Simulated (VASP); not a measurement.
# CsLiCr2Te2S3 (Pmmm) in VASP: a series of runs

The runs below take CsLiCr2Te2S3 through relaxation of cell and atoms, single point, with PBE, r2SCAN.

Everything below comes from runs of VASP 6.6.1. Logs are shortened: lines on timing, memory, paths and dates and some standing lists are left out, and cuts for length are marked.

### Step 1. The structure

The structure is orthorhombic, space group Pmmm (No. 47). Conventional cell: a = 4.251 Å, b = 5.348 Å, c = 10.334 Å, α = 90.00°, β = 90.00°, γ = 90.00°. Around Cs (site symmetry mmm) lie 4 S at 3.42 Å and 4 Te at 3.81 Å. Li (site symmetry mmm) has 4 Te at 2.92 Å as nearest neighbours. Around Cr (site symmetry mm2) lie 3 S at 2.25 to 2.26 Å. Te (site symmetry mm2) has 2 Cr at 2.83 Å and 2 Li at 2.92 Å as nearest neighbours. Around S (site symmetry mmm) lie 2 Cr at 2.25 Å. Around S (site symmetry mm2) lie 2 Cr at 2.26 Å.

The cell was built by a generator and needn't be a form met in nature.

### Step 2. Relaxation of cell and atoms, PBE, collinear spin, ferromagnetic start

The input, INCAR:

```
PREC = Accurate ; ENCUT = 520
EDIFF = 1E-7 ; ISMEAR = 0
SIGMA = 0.1 ; LREAL = False
LASPH = True ; NELM = 120
ALGO = Normal ; ISIF = 3
LWAVE = False ; LCHARG = False
ISPIN = 2 ; MAGMOM = 0 0 3 3 0 0 0 0 0
LORBIT = 11 ; LMAXMIX = 4
GGA = PE ; IBRION = 2
NSW = 60 ; EDIFFG = -0.005
POTIM = 0.3 ; KPAR = 4
```

The input, KPOINTS:

```
regular mesh
0
Gamma
  8 6 4
```

The input, POSCAR:

```
CsLiCr2Te2S3                            
1.0
    4.2509077083     -0.0000000000      0.0000000000
    0.0000000000      5.3482331307      0.0000000000
    0.0000000000      0.0000000000     10.3337008472
  Cs              Li              Cr              Te              S             
     1     1     2     2     3
Direct
     0.0000000000000000    0.0000000000000000    0.0000000000000000
     0.0000000000000000    0.0000000000000000    0.5000000000000000
     0.5000000000000000    0.5000000000000000    0.7822972357073931
     0.5000000000000000    0.5000000000000000    0.2177027642926070
     0.5000000000000000    0.0000000000000000    0.6938513252674906
     0.5000000000000000    0.0000000000000000    0.3061486747325093
     0.5000000000000000    0.5000000000000000    0.0000000000000000
     0.0000000000000000    0.5000000000000000    0.7089397494932315
     0.0000000000000000    0.5000000000000000    0.2910602505067684
```

Potentials or basis: VASP PAW PBE potentials, release 64 (Cs_sv, Li_sv, Cr_pv, Te, S).

Started as:

```console
$ cat potpaw_PBE.64/Cs_sv/POTCAR potpaw_PBE.64/Li_sv/POTCAR potpaw_PBE.64/Cr_pv/POTCAR potpaw_PBE.64/Te/POTCAR potpaw_PBE.64/S/POTCAR > POTCAR
$ mpirun -np 4 vasp_std > vasp.out
```

OUTCAR:

```text
PREC = Accurate
   ENCUT = 520
   EDIFF = 1E-7
   ISMEAR = 0
   LREAL = False
   LASPH = True
   NELM = 120
   ISIF = 3
   ISPIN = 2
   LORBIT = 11
   GGA = PE
   IBRION = 2
   NSW = 60
   EDIFFG = -0.005
   POTIM = 0.3

 ion  position               nearest neighbor table
   1  0.000  0.000  0.000-
   2  0.000  0.000  0.500-   5 2.92   6 2.92   5 2.92   6 2.92
   3  0.500  0.500  0.782-   7 2.25   8 2.26   8 2.26   5 2.83   5 2.83
   4  0.500  0.500  0.218-   7 2.25   9 2.26   9 2.26   6 2.83   6 2.83
   5  0.500  0.000  0.694-   3 2.83   3 2.83   2 2.92   2 2.92
   6  0.500  0.000  0.306-   4 2.83   4 2.83   2 2.92   2 2.92
   7  0.500  0.500  0.000-   3 2.25   4 2.25
   8  0.000  0.500  0.709-   3 2.26   3 2.26
   9  0.000  0.500  0.291-   4 2.26   4 2.26

  LATTYP: Found a simple orthorhombic cell.
 ALAT       =     4.2509077083
 B/A-ratio  =     1.2581390841
 C/A-ratio  =     2.4309398266

  Lattice vectors:

 A1 = (   4.2509077083,   0.0000000000,   0.0000000000)
 A2 = (   0.0000000000,   5.3482331307,   0.0000000000)
 A3 = (   0.0000000000,   0.0000000000,  10.3337008472)

Analysis of symmetry for initial positions (statically):
=====================================================================
 Subroutine PRICEL returns:
 Original cell was already a primitive cell.

 Routine SETGRP: Setting up the symmetry group for a
 simple orthorhombic supercell.

 Subroutine GETGRP returns: Found  8 space group operations
 (whereof  8 operations were pure point group operations)
 out of a pool of  8 trial point group operations.

The static configuration has the point symmetry D_2h.

Analysis of symmetry for dynamics (positions and initial velocities):
=====================================================================
 Subroutine PRICEL returns:
 Original cell was already a primitive cell.

 Routine SETGRP: Setting up the symmetry group for a
 simple orthorhombic supercell.

 Subroutine GETGRP returns: Found  8 space group operations
 (whereof  8 operations were pure point group operations)
 out of a pool of  8 trial point group operations.

The dynamic configuration has the point symmetry D_2h.

Analysis of structural, dynamic, and magnetic symmetry:
=====================================================================
 Subroutine PRICEL returns:
 Original cell was already a primitive cell.

[... 160 lines left out ...]

--------------------------------------- Ionic step        1  -------------------------------------------

 number of electron      66.0000006 magnetization       4.3242065

 Free energy of the ion-electron system (eV)
  ---------------------------------------------------
  ext. energy  EPLUGINS =         0.00000000
  ---------------------------------------------------
  free energy    TOTEN  =       -44.70709406 eV

  energy without entropy =      -44.67850637  energy(sigma->0) =      -44.69280021

------------------------ aborting loop because EDIFF is reached ----------------------------------------

  FORCE on cell =-STRESS in cart. coord.  units (eV):
  Direction    XX          YY          ZZ          XY          YZ          ZX
  --------------------------------------------------------------------------------------
  -------------------------------------------------------------------------------------
  Total        0.0345260      0.0175852     -0.0357983      0.0000000      0.0000000      0.0000000
  in kB        0.2354558      0.1199249     -0.2441321      0.0000000      0.0000000      0.0000000
  external PRESSURE =       0.0370828 kB  Pullay stress =       0.0000000 kB
[... 110 lines left out ...]
  FREE ENERGIE OF THE ION-ELECTRON SYSTEM (eV)
  ---------------------------------------------------
  free  energy   TOTEN  =       -44.7071506917 eV

  energy  without entropy=      -44.6784635761  energy(sigma->0) =      -44.69280713

[... ionic steps 4 to 7 ...]

--------------------------------------- Ionic step        8  -------------------------------------------

 number of electron      66.0000004 magnetization       4.3252968

------------------------ aborting loop because EDIFF is reached ----------------------------------------
[... 81 lines left out ...]
--------------------------------------- Ionic step       10  -------------------------------------------

 number of electron      66.0000004 magnetization       4.3317722

 Free energy of the ion-electron system (eV)
  ---------------------------------------------------
  ext. energy  EPLUGINS =         0.00000000
  ---------------------------------------------------
  free energy    TOTEN  =       -44.70722611 eV

  energy without entropy =      -44.67798812  energy(sigma->0) =      -44.69260712

 E-fermi :   3.7391     XC(G=0):  -8.9435

 val. band max:        3.7334484032   @ k =   0.0000   0.3333   0.5000
 cond. band min:       3.7447958286   @ k =   0.2500   0.0000   0.2500
 fundamental gap:      0.0113474254
 Fermi energy:         3.7390871311

 spin component 1

 k-point     1 :       0.0000    0.0000    0.0000
  band No.  band energies     occupation
      1     -42.4750      1.00000
      2     -40.6063      1.00000
      3     -40.6052      1.00000
      4     -40.5438      1.00000
      5     -40.5438      1.00000
      6     -40.4984      1.00000
[... 1069 lines left out ...]
     41       4.7098      0.00000
     42       8.5632      0.00000

 [... further k-points ...]

 spin component 2

 k-point     1 :       0.0000    0.0000    0.0000
  band No.  band energies     occupation
      1     -42.4724      1.00000
      2     -38.0349      1.00000
      3     -38.0348      1.00000
      4     -37.7588      1.00000
      5     -37.7588      1.00000
      6     -37.7303      1.00000
[... 1107 lines left out ...]
  FREE ENERGIE OF THE ION-ELECTRON SYSTEM (eV)
  ---------------------------------------------------
  free  energy   TOTEN  =       -44.7072261135 eV

  energy  without entropy=      -44.6779881211  energy(sigma->0) =      -44.69260712

 reached required accuracy - stopping structural energy minimisation

 total charge

# of ion       s       p       d       tot
------------------------------------------
    1        1.838   4.704   0.056   6.597
    2        2.011   0.035   0.000   2.046
    3        0.295   6.259   4.133  10.687
    4        0.295   6.259   4.133  10.687
    5        1.382   1.967   0.021   3.370
    6        1.382   1.967   0.021   3.370
    7        1.337   2.406   0.000   3.743
    8        1.353   2.340   0.000   3.693
    9        1.353   2.340   0.000   3.693
--------------------------------------------------
tot         11.245  28.277   8.364  47.886

 magnetization (x)

# of ion       s       p       d       tot
------------------------------------------
    1       -0.001  -0.003   0.002  -0.002
    2        0.001  -0.000   0.000   0.000
    3        0.035   0.028   2.608   2.670
    4        0.035   0.028   2.608   2.670
    5       -0.001  -0.240   0.004  -0.237
    6       -0.001  -0.240   0.004  -0.237
    7        0.001  -0.107   0.000  -0.106
    8       -0.008  -0.210   0.000  -0.217
    9       -0.008  -0.210   0.000  -0.217
--------------------------------------------------
tot          0.052  -0.954   5.226   4.325
```

OSZICAR:

```text
N       E                     dE             d eps       ncg     rms          rms(c)
DAV:   1     0.568896676647E+03    0.56890E+03   -0.31146E+04 11224   0.144E+03
DAV:   2     0.158591492185E+02   -0.55304E+03   -0.53335E+03 11628   0.343E+02
[... 95 lines left out ...]
DAV:   2    -0.447073029949E+02    0.72190E-04   -0.80347E-04 11620   0.207E-01    0.966E-02
DAV:   3    -0.447072736427E+02    0.29352E-04   -0.35129E-04 12012   0.151E-01    0.768E-02
DAV:   4    -0.447072280913E+02    0.45551E-04   -0.11847E-04 12768   0.825E-02    0.184E-02
DAV:   5    -0.447072263850E+02    0.17062E-05   -0.17197E-05 13312   0.177E-02    0.103E-02
DAV:   6    -0.447072261619E+02    0.22313E-06   -0.14883E-06 13256   0.610E-03    0.633E-03
DAV:   7    -0.447072261135E+02    0.48362E-07   -0.37249E-07 10972   0.361E-03
  10 F= -.44707226E+02 E0= -.44692607E+02  d E =-.366876E-04  mag=     4.3320
```

Run time: 18 min. Hardware: 4 MPI ranks of AMD EPYC 9R45 (Zen 5), shared host; peak memory 1.1 GiB.

The run converged, but some of its settings lie outside the range that counts as converged, so its numbers aren't taken as properties of the crystal.

Results:

* Free energy: -44.7072 eV
* Relaxed volume: 26.09 Å³/atom
* Relaxed cell: a = 4.257 Å, b = 5.345 Å, c = 10.320 Å, α = 90.00°, β = 90.00°, γ = 90.00°
* Space group after relaxing (to 0.05 Å): Pmmm (No. 47)
* Energy gained by relaxing: 0.0 meV/atom
* Ionic steps: 10
* Band gap on the k mesh: none (metal or under the smearing width)
* Net moment: 4.33 μB per cell
* Site moments: Cs -0.00; Li +0.00; Cr +2.67; Te -0.24; S -0.11, -0.22 μB
* Valence electrons inside the program's atomic spheres: Cs 6.60; Li 2.05; Cr 10.69; Te 3.37; S 3.74, 3.69

Caveat: the cutoff is under 1.25 times the usual one of these potentials, so pressure, stress and relaxed cells hold a basis-set (Pulay) error; only a ferromagnetic start was run, and an antiferromagnetic order may lie lower in energy.

### Step 3. Single point, r2SCAN, collinear spin, ferromagnetic start

The input, INCAR:

```
SYSTEM = CsLiCr2Te2S3
PREC = Accurate
ENCUT = 520
EDIFF = 1E-6
ISMEAR = 0
SIGMA = 0.1
LREAL = .False.
LASPH = .True.
NELM = 150
ALGO = Normal
ISIF = 2
LWAVE = .False.
LCHARG = .False.
ISPIN = 2
MAGMOM = 0 0 3 3 0 0 0 0 0
LORBIT = 11
LMAXMIX = 4
METAGGA = R2SCAN
LMIXTAU = .True.
NBANDS = 47
KPAR = 4
```

The input, KPOINTS:

```
regular mesh
0
Gamma
  8 6 4
  0 0 0
```

The input, POSCAR:

```
CsLiCr2Te2S3                            
1.0
    4.2573258873     -0.0000000000      0.0000000000
   -0.0000000000      5.3451748943      0.0000000000
    0.0000000000      0.0000000000     10.3200604896
  Cs              Li              Cr              Te              S             
     1     1     2     2     3
Direct
     0.0000000000000000    0.0000000000000000    1.0000000000000000
     0.0000000000000000    0.0000000000000000    0.5000000000000000
     0.5000000000000000    0.5000000000000000    0.7820539797345442
     0.5000000000000000    0.5000000000000000    0.2179460202654558
     0.5000000000000000    1.0000000000000000    0.6934040606020518
     0.5000000000000000    0.0000000000000000    0.3065959393979482
     0.5000000000000000    0.5000000000000000    1.0000000000000000
     1.0000000000000000    0.5000000000000000    0.7092617545738925
     0.0000000000000000    0.5000000000000000    0.2907382454261073
```

Potentials or basis: VASP PAW PBE potentials, release 64 (Cs_sv, Li_sv, Cr_pv, Te, S).

Started as:

```console
$ cat potpaw_PBE.64/Cs_sv/POTCAR potpaw_PBE.64/Li_sv/POTCAR potpaw_PBE.64/Cr_pv/POTCAR potpaw_PBE.64/Te/POTCAR potpaw_PBE.64/S/POTCAR > POTCAR
$ mpirun -np 4 vasp_std > vasp.out
```

OUTCAR:

```text
SYSTEM = CsLiCr2Te2S3
   PREC = Accurate
   ENCUT = 520
   EDIFF = 1E-6
   ISMEAR = 0
   LREAL = .False.
   LASPH = .True.
   NELM = 150
   ISIF = 2
   ISPIN = 2
   LORBIT = 11
   METAGGA = R2SCAN

 ion  position               nearest neighbor table
   1  0.000  0.000  0.000-
   2  0.000  0.000  0.500-   5 2.92   6 2.92   5 2.92   6 2.92
   3  0.500  0.500  0.782-   7 2.25   8 2.26   8 2.26   5 2.82   5 2.82
   4  0.500  0.500  0.218-   7 2.25   9 2.26   9 2.26   6 2.82   6 2.82
   5  0.500  0.000  0.693-   3 2.82   3 2.82   2 2.92   2 2.92
   6  0.500  0.000  0.307-   4 2.82   4 2.82   2 2.92   2 2.92
   7  0.500  0.500  0.000-   3 2.25   4 2.25
   8  0.000  0.500  0.709-   3 2.26   3 2.26
   9  0.000  0.500  0.291-   4 2.26   4 2.26

  LATTYP: Found a simple orthorhombic cell.
 ALAT       =     4.2573258873
[... 2561 lines left out ...]
      2.12866      2.67259      0.00000        -0.000000     -0.000000      0.000000
      0.00000      2.67259      7.31962        -0.000000     -0.000000     -0.112611
      0.00000      2.67259      3.00044         0.000000     -0.000000      0.112611
 -----------------------------------------------------------------------------------
    total drift:                                0.000000     -0.000000      0.000000

  FREE ENERGIE OF THE ION-ELECTRON SYSTEM (eV)
  ---------------------------------------------------
  free  energy   TOTEN  =      -138.1235685020 eV

  energy  without entropy=     -138.0978335048  energy(sigma->0) =     -138.11070100

 total charge

# of ion       s       p       d       tot
------------------------------------------
    1        1.855   4.717   0.052   6.624
    2        2.007   0.010   0.000   2.017
    3        0.462   6.260   4.105  10.827
    4        0.462   6.260   4.105  10.827
    5        1.383   2.016   0.020   3.419
    6        1.383   2.016   0.020   3.419
    7        1.326   2.444   0.000   3.770
    8        1.343   2.373   0.000   3.716
    9        1.343   2.373   0.000   3.716
--------------------------------------------------
tot         11.563  28.472   8.302  48.336

 magnetization (x)

# of ion       s       p       d       tot
------------------------------------------
    1       -0.000  -0.005   0.002  -0.004
    2        0.001  -0.000   0.000   0.000
    3        0.102   0.033   2.925   3.060
    4        0.102   0.033   2.925   3.060
    5       -0.012  -0.378   0.004  -0.385
    6       -0.012  -0.378   0.004  -0.385
    7       -0.002  -0.158   0.000  -0.160
    8       -0.016  -0.324   0.000  -0.340
    9       -0.016  -0.324   0.000  -0.340
--------------------------------------------------
tot          0.146  -1.501   5.860   4.505
```

It took 24 min on 4 MPI ranks of AMD EPYC 9R45 (Zen 5), shared host; peak memory 1.2 GiB.

Results:

| Property | Result |
| --- | --- |
| Free energy | -138.1236 eV |
| Largest force | 0.113 eV/Å |
| Band gap on the k mesh | none (metal or under the smearing width) |
| Net moment | 4.16 μB per cell |
| Site moments | Cs -0.00; Li +0.00; Cr +3.06; Te -0.39; S -0.16, -0.34 μB |
| Valence electrons inside the program's atomic spheres | Cs 6.62; Li 2.02; Cr 10.83; Te 3.42; S 3.77, 3.72 |

Forces on the atoms (eV/Å):
```
Cs   0.000  0.000  0.000
Li   0.000  0.000  0.000
Cr   0.000  0.000 -0.091
Cr   0.000  0.000  0.091
Te   0.000  0.000  0.058
Te   0.000  0.000 -0.058
S    0.000  0.000  0.000
S    0.000  0.000 -0.113
S    0.000  0.000  0.113
```

Levels at points of the mesh, in eV from the Fermi level:
Spin up:
| k point | band 31 | band 32 | band 33 | band 34 | band 35 | band 36 | band 37 | band 38 | band 39 | band 40 |
| --- | --- | --- | --- | --- | --- | --- | --- | --- | --- | --- |
| (0.00, 0.00, 0.00) | -0.69 | -0.43 | -0.08 | 0.04 | 0.87 | 0.93 | 1.01 | 1.20 | 1.28 | 1.28 |
| (0.50, 0.00, 0.00) | -1.49 | -0.81 | -0.80 | -0.77 | -0.45 | 0.06 | 0.17 | 0.25 | 0.28 | 0.42 |
| (0.00, 0.50, 0.00) | -1.33 | -0.50 | -0.34 | -0.27 | -0.22 | 0.17 | 0.52 | 0.88 | 1.04 | 1.05 |
| (0.50, 0.50, 0.00) | -1.22 | -1.07 | -0.85 | -0.56 | -0.26 | -0.21 | -0.09 | 1.29 | 1.31 | 1.31 |
| (0.00, 0.00, 0.50) | -0.80 | -0.08 | -0.06 | 0.28 | 0.34 | 0.71 | 1.08 | 1.10 | 1.28 | 1.29 |
| (0.50, 0.00, 0.50) | -1.18 | -1.04 | -0.84 | -0.48 | -0.44 | 0.06 | 0.12 | 0.17 | 0.49 | 0.57 |
| (0.00, 0.50, 0.50) | -1.11 | -0.71 | -0.33 | -0.28 | -0.12 | 0.14 | 0.57 | 0.62 | 1.06 | 1.28 |
| (0.50, 0.50, 0.50) | -1.17 | -1.12 | -1.11 | -0.35 | -0.31 | -0.20 | -0.16 | 1.29 | 1.31 | 1.33 |
Spin down:
```tsv
k point	band 28	band 29	band 30	band 31	band 32	band 33	band 34	band 35
(0.00, 0.00, 0.00)	-0.37	-0.14	0.10	0.19	1.69	1.74	1.94	2.45
(0.50, 0.00, 0.00)	-2.40	-2.04	-1.74	-1.39	1.62	2.04	2.20	2.21
(0.00, 0.50, 0.00)	-2.03	-1.27	-1.14	-1.06	2.15	2.19	2.37	2.52
(0.50, 0.50, 0.00)	-1.57	-1.28	-0.30	-0.15	1.41	1.99	2.09	2.19
(0.00, 0.00, 0.50)	-0.45	-0.03	0.08	0.20	1.69	1.73	1.93	2.59
(0.50, 0.00, 0.50)	-2.31	-2.17	-1.45	-1.13	1.83	1.87	1.97	2.20
(0.00, 0.50, 0.50)	-2.20	-1.34	-1.02	-0.98	2.00	2.35	2.37	2.44
(0.50, 0.50, 0.50)	-1.29	-0.57	-0.28	-0.19	1.66	1.77	1.78	1.81
```

Caveat: the cutoff is under 1.25 times the usual one of these potentials, so pressure, stress and relaxed cells hold a basis-set (Pulay) error; the PAW data sets were made with another functional, which shifts forces and pressure a little; only a ferromagnetic start was run, and an antiferromagnetic order may lie lower in energy.
